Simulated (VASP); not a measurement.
Here is the system:

```yaml
crystal:
  lattice:
    - [0.00000, 2.57879, 2.57879]
    - [2.57879, 0.00000, 2.57879]
    - [2.57879, 2.57879, 0.00000]
  atoms:
    - { symbol: Hf, position: [0.00000, 0.00000, 0.00000] }
    - { symbol: O, position: [0.25000, 0.25000, 0.25000] }
    - { symbol: O, position: [0.75000, 0.75000, 0.75000] }
```

These are TPSS meta-GGA, VASP's PBE PAW potentials (set 64) (plane waves; VASP) values and carry that method's errors. Settings: 520 eV cut-off, 8×8×8 Γ-centred mesh, Gaussian smearing of 0.050 eV, potentials Hf_pv O.

Unless said otherwise, spin-orbit coupling is left out, though it shifts the bands of the heavy elements here.

Task: What does the run give for the energy per atom (σ→0), pressure, band gap (on the k-mesh) with the smallest direct gap where there is one?

Result: 
- band gap (on the k-mesh): 3.74 eV
- smallest direct gap (on the k-mesh): 3.74 eV
- energy per atom (σ→0): -12.200 eV/atom
- pressure: -135.8 kbar

Only differences to runs with the same potentials and settings are physical.

The compound is HfO2 in the fluorite structure, the high-temperature cubic form, which is unstable at 0 K; the monoclinic form is the stable one. This cell is one point of a volume scan, at 1.06 of the reference volume.
